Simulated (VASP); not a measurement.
Given:

```cif
data_B4P4
_chemical_formula_sum 'B4 P4'
_space_group_name_H-M_alt 'F-43m'
_space_group_IT_number 216
_space_group_name_Hall 'F -4 2 3'
_cell_length_a 4.53151
_cell_length_b 4.53151
_cell_length_c 4.53151
_cell_angle_alpha 90.000
_cell_angle_beta 90.000
_cell_angle_gamma 90.000
loop_
_atom_site_label
_atom_site_type_symbol
_atom_site_symmetry_multiplicity
_atom_site_Wyckoff_symbol
_atom_site_fract_x
_atom_site_fract_y
_atom_site_fract_z
_atom_site_occupancy
B1 B 4 a 0.00000 0.00000 0.00000 1
P1 P 4 d 0.75000 0.75000 0.75000 1
```
(The calculation used a cell of 2 atoms; values per cell refer to that cell.)

All values below come from revTPSS meta-GGA, VASP's PBE PAW potentials (set 64) (plane waves; VASP). Settings: 520 eV cut-off, 10×10×10 Γ-centred mesh, Gaussian smearing of 0.050 eV, potentials B P.

Problem. Give the energy at these volumes per atom, relative to the lowest: 10.93, 11.28, 11.63, 11.97, 12.32 Å³.

Solution. 24.1, 5.8, 0.0, 5.0, 19.2 meV/atom. A third-order Birch-Murnaghan fit gives B0 = 164 GPa and B0′ = 3.7.

Measured: bulk modulus 176 GPa at 0 K (computed value off by -6.8 %), as given by Tamar Goldzak et al., The Journal of Chemical Physics (2022), arXiv:2208.04865 [0 K, zero-point effect removed]; a 4.525 Å at 0 K (computed value off by +0.2 %), as given by Daniel Mejia-Rodriguez et al., Physical Review B (2018), arXiv:1807.09216 [static lattice: zero-point anharmonic expansion removed].

The compound is BP in the zinc blende structure. It was relaxed first.
